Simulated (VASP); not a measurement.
## Sb (Antimony): convergence with the smearing and SCF solver

How sensitive are energy, pressure and forces of Sb (Antimony) to the smearing and SCF solver? The series runs use PBEsol. The smearing tried: ISMEAR = 0, SIGMA = 0.01; ISMEAR = 0, SIGMA = 0.05; ISMEAR = 0, SIGMA = 0.1; ISMEAR = 0, SIGMA = 0.2; ISMEAR = 0, SIGMA = 0.5; ISMEAR = 1, SIGMA = 0.01; ISMEAR = 1, SIGMA = 0.05; ISMEAR = 1, SIGMA = 0.1; ISMEAR = 1, SIGMA = 0.2; ISMEAR = 1, SIGMA = 0.5; ISMEAR = -5. The SCF solver tried: ALGO = Normal; ALGO = Fast; ALGO = VeryFast; ALGO = All; ALGO = Damped; AMIX = 0.1, BMIX = 0.01; AMIX = 0.8; IMIX = 1, AMIX = 0.2. The start is a cell from a database of measured crystal structures.

Main program and level: VASP 6.6.1; PBEsol; plane waves and PAW (Sb).

### Step 1. Set-up

The structure is trigonal, space group R-3m (No. 166). Conventional cell: a = 4.308 Å, b = 4.308 Å, c = 11.274 Å, α = 90.00°, β = 90.00°, γ = 120.00°. Nearest to Sb lie 3 Sb at 2.91 Å.

Structure file:

```xyz
2
Lattice="2.1542 1.2437 3.7580 -2.1542 1.2437 3.7580 0.0000 -2.4875 3.7580" Properties=species:S:1:pos:R:3 pbc="T T T"
Sb    0.0000    0.0000    2.6324
Sb    0.0000    0.0000    8.6416
```

### Step 2. Smearing: ISMEAR = 0, SIGMA = 0.01

Smearing steadies the sum over the Fermi surface at the price of an entropy term. PBEsol restores the gradient expansion of exchange and is tuned for the cells of solids.

INCAR

```
SYSTEM = Sb
PREC = Accurate
ENCUT = 400
EDIFF = 1E-06
NELM = 100
ISMEAR = 0
SIGMA = 0.01
LREAL = .FALSE.
ALGO = Normal
GGA = PS
NBANDS = 11
LORBIT = 11
LWAVE = .FALSE.
LCHARG = .FALSE.
KPAR = 2
ISIF = 2
```

POSCAR

```
Sb
1.0
    2.1542000000      1.2437279499      3.7580000000
   -2.1542000000      1.2437279499      3.7580000000
    0.0000000000     -2.4874558998      3.7580000000
Sb
2
Direct
    0.2334900000      0.2334900000      0.2334900000
    0.7665100000      0.7665100000      0.7665100000
```

KPOINTS

```
Automatic mesh
0
Gamma
6 6 6
0 0 0
```

The projector-augmented-wave data sets are Sb (PBE family, release 64).

On the command line:

```console
$ mpirun -np 2 vasp_std
```

The program printed:

```text
[banner, memory and clock lines left out]
running    2 mpi-ranks, on    1 nodes
 distrk:  each k-point on    1 cores,    2 groups
 distr:  one band on    1 cores,    1 groups

 POSCAR found type information on POSCAR Sb
 POSCAR found :  1 types and       2 ions
|                                                                             |
|               ----> ADVICE to this user running VASP <----                  |
|                                                                             |
|     You enforced a specific xc type in the INCAR file but a different       |
|     [... a line on the potential file left out ...]
|     I HOPE YOU KNOW WHAT YOU ARE DOING!                                     |
|                                                                             |

 LDA part: xc-table for (Slater+PW92), standard interpolation
 POSCAR, INCAR and KPOINTS ok, starting setup
 FFT: planning ... GRIDC
 FFT: planning ... GRID_SOFT
 FFT: planning ... GRID
 WAVECAR not read
 entering main loop
       N       E                     dE             d eps       ncg     rms          rms(c)
DAV:   1     0.279601948865E+02    0.27960E+02   -0.31299E+03   704   0.578E+02
DAV:   2    -0.768710350901E+01   -0.35647E+02   -0.34815E+02   890   0.103E+02
DAV:   3    -0.913450998694E+01   -0.14474E+01   -0.14414E+01   861   0.229E+01
DAV:   4    -0.914522798603E+01   -0.10718E-01   -0.10717E-01   803   0.246E+00
DAV:   5    -0.914535881584E+01   -0.13083E-03   -0.13083E-03   805   0.289E-01    0.291E+00
DAV:   6    -0.913459805860E+01    0.10761E-01   -0.24145E-03   800   0.297E-01    0.174E+00
DAV:   7    -0.912818800531E+01    0.64101E-02   -0.59395E-03   776   0.460E-01    0.526E-02
DAV:   8    -0.912823314093E+01   -0.45136E-04   -0.14381E-04   791   0.854E-02    0.126E-02
DAV:   9    -0.912823865708E+01   -0.55161E-05   -0.71716E-06   794   0.181E-02    0.453E-03
DAV:  10    -0.912823820536E+01    0.45171E-06   -0.44000E-07   507   0.416E-03
   1 F= -.91282382E+01 E0= -.91281598E+01  d E =-.156719E-03
```

Elapsed: 6.4 s, on 2 MPI ranks of AMD EPYC 7R43, shared host; peak memory 0.26 GiB.

Lines that name or quote the potential files are left out of all logs, and their timing lines are given in words.

From OUTCAR (step 2):

```text
ion  position               nearest neighbor table
   1  0.233  0.233  0.233-   2 2.91   2 2.91   2 2.91   2 3.35   2 3.35   2 3.35
   2  0.767  0.767  0.767-   1 2.91   1 2.91   1 2.91   1 3.35   1 3.35   1 3.35

  LATTYP: Found a trigonal (rhomboedric) cell.
 ALAT       =     4.5066618304
 COS(alpha) =     0.5430253624

 Subroutine GETGRP returns: Found 12 space group operations
 (whereof 12 operations were pure point group operations)

The static configuration has the point symmetry D_3d.

 Found     32 irreducible k-points:

   k-points           NKPTS =     32   k-points in BZ     NKDIM =     32   number of bands    NBANDS=     11

   dimension x,y,z NGX =    30 NGY =   30 NGZ =   30
   dimension x,y,z NGXF=    60 NGYF=   60 NGZF=   60

   ENCUT  =  400.0 eV  29.40 Ry    5.42 a.u.   7.35  7.35  7.35*2*pi/ulx,y,z

   NELECT =      10.0000    total number of electrons

 k-points in reciprocal lattice and weights: Automatic mesh
   0.00000000  0.00000000  0.00000000       0.005
   0.16666667 -0.00000000 -0.00000000       0.028
   0.33333333 -0.00000000 -0.00000000       0.028
   0.50000000 -0.00000000  0.00000000       0.014
   0.16666667  0.16666667 -0.00000000       0.028
   0.33333333  0.16666667  0.00000000       0.056
   0.50000000  0.16666667 -0.00000000       0.056
  -0.33333333  0.16666667  0.00000000       0.056
  -0.16666667  0.16666667  0.00000000       0.028
[...]
-0.33333333  0.50000000  0.33333333       0.028
   0.50000000  0.50000000  0.50000000       0.005

 average (electrostatic) potential at core
       1 -85.6810       2 -85.6810

 E-fermi :   7.1862

 k-point     1 :       0.0000    0.0000    0.0000
  band No.  band energies     occupation
      1      -5.6002      2.00000
      2       2.3240      2.00000
      3       5.0751      2.00000
      4       5.3482      2.00000
      5       5.3482      2.00000
      6       9.1972      0.00000
      7       9.8294      0.00000
      8       9.8294      0.00000
      9      12.1970      0.00000
     10      12.1970      0.00000
    ...

 k-point     2 :       0.1667   -0.0000   -0.0000
  band No.  band energies     occupation
      1      -5.2937      2.00000
      2       1.1471      2.00000
      3       5.1165      2.00000
      4       5.2814      2.00000
      5       5.7688      2.00000
      6       8.9121      0.00000
      7       9.1146      0.00000
      8       9.1665      0.00000
      9      11.6166      0.00000
     10      12.1443      0.00000
    ...

 k-point     3 :       0.3333   -0.0000   -0.0000
  band No.  band energies     occupation
      1      -4.3932      2.00000
      2      -0.9039      2.00000
      3       5.1898      2.00000
      4       5.2060      2.00000
      5       6.2969      2.00000
      6       7.8074      0.00000
      7       7.8838      0.00000
      8       8.0898      0.00000
      9      12.7234      0.00000
     10      13.5425      0.00000
    ...

  Total        0.1578658      0.1578658      0.0148798     -0.0000000     -0.0000000      0.0000000
  in kB        4.1867719      4.1867719      0.3946275     -0.0000000     -0.0000000      0.0000000
  external PRESSURE =       2.9227238 kB  Pullay stress =       0.0000000 kB

  energy-cutoff  :      400.00
  volume of cell :       60.41
      direct lattice vectors                 reciprocal lattice vectors
     2.154200000  1.243727950  3.758000000     0.232104726  0.134005726  0.088699663
    -2.154200000  1.243727950  3.758000000    -0.232104726  0.134005726  0.088699663
     0.000000000 -2.487455900  3.758000000     0.000000000 -0.268011452  0.088699663

 POSITION                                       TOTAL-FORCE (eV/Angst)
 -----------------------------------------------------------------------------------
      0.00000      0.00000      2.63237         0.000000      0.000000      0.062325
      0.00000      0.00000      8.64163         0.000000      0.000000     -0.062325
 -----------------------------------------------------------------------------------
    total drift:                                0.000000      0.000000     -0.000000

  FREE ENERGIE OF THE ION-ELECTRON SYSTEM (eV)
  ---------------------------------------------------
  free  energy   TOTEN  =        -9.1282382054 eV

  energy  without entropy=       -9.1280814860  energy(sigma->0) =       -9.12815985

 total charge
# of ion       s       p       d       tot
------------------------------------------
    1        1.218   1.146   0.035   2.399
    2        1.218   1.146   0.035   2.399
--------------------------------------------------
tot          2.435   2.292   0.071   4.798

[... 3 further parts left out ...]
```

The k-mesh is coarse for a metal. The PAW data sets were made with PBE, which is usual practice but a small mismatch for other functionals.

This step gave:

| Quantity | Value |
| --- | --- |
| SCF cycles | 10 |
| electrons | 10 |
| bands | 11 |
| irreducible k-points | 32 |
| symmetry operations | 12 |
| free energy (TOTEN) | -9.128 eV |
| energy at zero smearing | -9.128 eV |
| Fermi energy | 7.186 eV |
| pressure | 0.2923 GPa |
| metallic | yes |

The series starts at -4.5641 eV an atom and 0.29 GPa, after 10 cycles in 6.4 s. The entropy term T·S comes to 0.08 meV an atom in size.

### Step 3. Smearing: ISMEAR = 0, SIGMA = 0.05

Changes to INCAR since step 2:

```diff
@@ -6,3 +6,3 @@
 ISMEAR = 0
-SIGMA = 0.01
+SIGMA = 0.05
 LREAL = .FALSE.
```

POSCAR is that of step 2.

KPOINTS is that of step 2.

On the command line:

```console
$ mpirun -np 2 vasp_std
```

The program printed:

```text
[banner, memory and clock lines left out]
running    2 mpi-ranks, on    1 nodes
[...]
[... a notice as in an earlier step ...]

 LDA part: xc-table for (Slater+PW92), standard interpolation
 POSCAR, INCAR and KPOINTS ok, starting setup
[...]
entering main loop
       N       E                     dE             d eps       ncg     rms          rms(c)
DAV:   1     0.279589771864E+02    0.27959E+02   -0.31299E+03   704   0.578E+02
DAV:   2    -0.768751329564E+01   -0.35646E+02   -0.34831E+02   890   0.103E+02
DAV:   3    -0.913513852110E+01   -0.14476E+01   -0.14419E+01   861   0.229E+01
DAV:   4    -0.914585611560E+01   -0.10718E-01   -0.10716E-01   803   0.246E+00
[...]
DAV:   8    -0.912886357850E+01   -0.45091E-04   -0.14355E-04   791   0.854E-02    0.126E-02
DAV:   9    -0.912886909242E+01   -0.55139E-05   -0.71687E-06   794   0.181E-02    0.453E-03
DAV:  10    -0.912886864013E+01    0.45229E-06   -0.43883E-07   507   0.416E-03
   1 F= -.91288686E+01 E0= -.91284633E+01  d E =-.810698E-03
```

Elapsed: 5.4 s, on 2 MPI ranks; peak memory 0.26 GiB; 9.8 s of CPU time.

OUTCAR, selected parts (step 3):

```text
  Total        0.1571248      0.1571248      0.0136040      0.0000000      0.0000000      0.0000000
  in kB        4.1671189      4.1671189      0.3607924      0.0000000      0.0000000      0.0000000
  external PRESSURE =       2.8983434 kB  Pullay stress =       0.0000000 kB

 POSITION                                       TOTAL-FORCE (eV/Angst)
 -----------------------------------------------------------------------------------
      0.00000      0.00000      2.63237         0.000000      0.000000      0.062839
      0.00000      0.00000      8.64163         0.000000      0.000000     -0.062839
 -----------------------------------------------------------------------------------
    total drift:                                0.000000      0.000000     -0.000000

  FREE ENERGIE OF THE ION-ELECTRON SYSTEM (eV)
  ---------------------------------------------------
  free  energy   TOTEN  =        -9.1288686401 eV

  energy  without entropy=       -9.1280579417  energy(sigma->0) =       -9.12846329

[... 2 parts as in an earlier step ...]

[... 1 further part left out ...]
[key lines of the parts left out:]
E-fermi :   7.1857
```

Against the run before the energy at zero width moves by -0.15 meV an atom while the pressure stays within 0.01 GPa, after 10 cycles in 5.4 s. The entropy term T·S comes to 0.41 meV an atom in size.

### Step 4. Smearing: ISMEAR = 0, SIGMA = 0.1

Changes to INCAR since step 3:

```diff
@@ -6,3 +6,3 @@
 ISMEAR = 0
-SIGMA = 0.05
+SIGMA = 0.1
 LREAL = .FALSE.
```

POSCAR is that of step 3.

KPOINTS is that of step 3.

On the command line:

```console
$ mpirun -np 2 vasp_std
```

The program printed:

```text
[... set-up lines as in an earlier step ...]
 entering main loop
       N       E                     dE             d eps       ncg     rms          rms(c)
DAV:   1     0.279566050774E+02    0.27957E+02   -0.31299E+03   704   0.578E+02
DAV:   2    -0.768833785382E+01   -0.35645E+02   -0.34846E+02   890   0.103E+02
DAV:   3    -0.913602206238E+01   -0.14477E+01   -0.14425E+01   861   0.229E+01
DAV:   4    -0.914673154953E+01   -0.10709E-01   -0.10708E-01   803   0.246E+00
[...]
DAV:   8    -0.912976956191E+01   -0.44457E-04   -0.13983E-04   791   0.844E-02    0.127E-02
DAV:   9    -0.912977503015E+01   -0.54682E-05   -0.71251E-06   794   0.180E-02    0.449E-03
DAV:  10    -0.912977458348E+01    0.44666E-06   -0.44997E-07   507   0.419E-03
   1 F= -.91297746E+01 E0= -.91287787E+01  d E =-.199184E-02
```

Elapsed: 6 s, on 2 MPI ranks; peak memory 0.25 GiB.

OUTCAR, selected parts (step 4):

```text
  Total        0.1451877      0.1451877      0.0107553      0.0000000      0.0000000      0.0000000
  in kB        3.8505332      3.8505332      0.2852422      0.0000000      0.0000000      0.0000000
  external PRESSURE =       2.6621029 kB  Pullay stress =       0.0000000 kB

 POSITION                                       TOTAL-FORCE (eV/Angst)
 -----------------------------------------------------------------------------------
      0.00000      0.00000      2.63237         0.000000     -0.000000      0.069246
      0.00000      0.00000      8.64163         0.000000      0.000000     -0.069246
 -----------------------------------------------------------------------------------
    total drift:                                0.000000      0.000000     -0.000000

  FREE ENERGIE OF THE ION-ELECTRON SYSTEM (eV)
  ---------------------------------------------------
  free  energy   TOTEN  =        -9.1297745835 eV

  energy  without entropy=       -9.1277827452  energy(sigma->0) =       -9.12877866

[... 2 parts as in an earlier step ...]

[... 1 further part left out ...]
[key lines of the parts left out:]
E-fermi :   7.1748
```

Against the run before the energy at zero width moves by -0.16 meV an atom and the pressure by -0.02 GPa, after 10 cycles in 6 s. The entropy term T·S comes to 1.00 meV an atom in size.

### Step 5. Smearing: ISMEAR = 0, SIGMA = 0.2

Changes to INCAR since step 4:

```diff
@@ -6,3 +6,3 @@
 ISMEAR = 0
-SIGMA = 0.1
+SIGMA = 0.2
 LREAL = .FALSE.
```

POSCAR is that of step 4.

KPOINTS is that of step 4.

On the command line:

```console
$ mpirun -np 2 vasp_std
```

The program printed:

```text
[... set-up lines as in an earlier step ...]
 entering main loop
       N       E                     dE             d eps       ncg     rms          rms(c)
DAV:   1     0.279497759750E+02    0.27950E+02   -0.31299E+03   704   0.578E+02
DAV:   2    -0.769080897290E+01   -0.35641E+02   -0.34854E+02   890   0.103E+02
DAV:   3    -0.913826392597E+01   -0.14475E+01   -0.14418E+01   861   0.228E+01
DAV:   4    -0.914896436529E+01   -0.10700E-01   -0.10699E-01   803   0.246E+00
[...]
DAV:   8    -0.913204278277E+01   -0.43379E-04   -0.13504E-04   791   0.833E-02    0.130E-02
DAV:   9    -0.913204834986E+01   -0.55671E-05   -0.73188E-06   791   0.181E-02    0.452E-03
DAV:  10    -0.913204790100E+01    0.44886E-06   -0.49242E-07   510   0.435E-03
   1 F= -.91320479E+01 E0= -.91293794E+01  d E =-.533700E-02
```

Wall time 6.2 s (2 MPI ranks); peak memory 0.26 GiB; 11 s of CPU time.

OUTCAR, selected parts (step 5):

```text
  Total        0.1289121      0.1289121      0.0154213      0.0000000     -0.0000000     -0.0000000
  in kB        3.4188875      3.4188875      0.4089904      0.0000000     -0.0000000     -0.0000000
  external PRESSURE =       2.4155885 kB  Pullay stress =       0.0000000 kB

 POSITION                                       TOTAL-FORCE (eV/Angst)
 -----------------------------------------------------------------------------------
      0.00000      0.00000      2.63237         0.000000      0.000000      0.079510
      0.00000      0.00000      8.64163         0.000000     -0.000000     -0.079510
 -----------------------------------------------------------------------------------
    total drift:                                0.000000      0.000000     -0.000000

  FREE ENERGIE OF THE ION-ELECTRON SYSTEM (eV)
  ---------------------------------------------------
  free  energy   TOTEN  =        -9.1320479010 eV

  energy  without entropy=       -9.1267109015  energy(sigma->0) =       -9.12937940

[... 2 parts as in an earlier step ...]

[... 1 further part left out ...]
[key lines of the parts left out:]
E-fermi :   7.1442
```

Against the run before the energy at zero width moves by -0.30 meV an atom and the pressure by -0.02 GPa, after 10 cycles in 6.2 s. The entropy term T·S comes to 2.67 meV an atom in size.

### Step 6. Smearing: ISMEAR = 0, SIGMA = 0.5

Changes to INCAR since step 5:

```diff
@@ -6,3 +6,3 @@
 ISMEAR = 0
-SIGMA = 0.2
+SIGMA = 0.5
 LREAL = .FALSE.
```

POSCAR is that of step 5.

KPOINTS is that of step 5.

On the command line:

```console
$ mpirun -np 2 vasp_std
```

The program printed:

```text
[... set-up lines as in an earlier step ...]
 entering main loop
       N       E                     dE             d eps       ncg     rms          rms(c)
DAV:   1     0.279093943945E+02    0.27909E+02   -0.31299E+03   704   0.578E+02
DAV:   2    -0.771331412117E+01   -0.35623E+02   -0.34820E+02   890   0.103E+02
DAV:   3    -0.915672799956E+01   -0.14434E+01   -0.14345E+01   861   0.228E+01
DAV:   4    -0.916744452313E+01   -0.10717E-01   -0.10715E-01   803   0.246E+00
[...]
DAV:   8    -0.915106709786E+01   -0.41060E-04   -0.12297E-04   794   0.798E-02    0.135E-02
DAV:   9    -0.915107280750E+01   -0.57096E-05   -0.76740E-06   785   0.183E-02    0.455E-03
DAV:  10    -0.915107235178E+01    0.45572E-06   -0.62572E-07   504   0.478E-03
   1 F= -.91510724E+01 E0= -.91221195E+01  d E =-.579057E-01
```

Wall time 6.4 s (2 MPI ranks); peak memory 0.26 GiB; 11 s of CPU time.

Parts of OUTCAR (step 6):

```text
  Total        0.1154887      0.1154887      0.0306295      0.0000000      0.0000000      0.0000000
  in kB        3.0628851      3.0628851      0.8123273      0.0000000      0.0000000      0.0000000
  external PRESSURE =       2.3126992 kB  Pullay stress =       0.0000000 kB

 POSITION                                       TOTAL-FORCE (eV/Angst)
 -----------------------------------------------------------------------------------
      0.00000      0.00000      2.63237         0.000000      0.000000      0.155803
      0.00000      0.00000      8.64163         0.000000     -0.000000     -0.155803
 -----------------------------------------------------------------------------------
    total drift:                                0.000000      0.000000     -0.000000

  FREE ENERGIE OF THE ION-ELECTRON SYSTEM (eV)
  ---------------------------------------------------
  free  energy   TOTEN  =        -9.1510723518 eV

  energy  without entropy=       -9.0931667012  energy(sigma->0) =       -9.12211953

[... 2 parts as in an earlier step ...]

[... 1 further part left out ...]
[key lines of the parts left out:]
E-fermi :   7.0728
```

Against the run before the energy at zero width moves by +3.63 meV an atom and the pressure by -0.01 GPa, after 10 cycles in 6.4 s. The entropy term T·S comes to 28.95 meV an atom in size.

[end of part 1 of 3]

[Lines on the potential files, build, host, timing and source positions are cut from VASP's logs without a mark.]

[Logs are printed without paths, hosts, clocks, repeated set-up lines and the standing remarks that a program may print on its own settings, such as how far it seeks lower states.]

[Hosts, paths, dates, database ids (printed as entryN), source tags and the programs' standing remarks are cut or masked in the printed files.]

[A measured line is paired with the nearest computed mode of its activity, which favours agreement.]
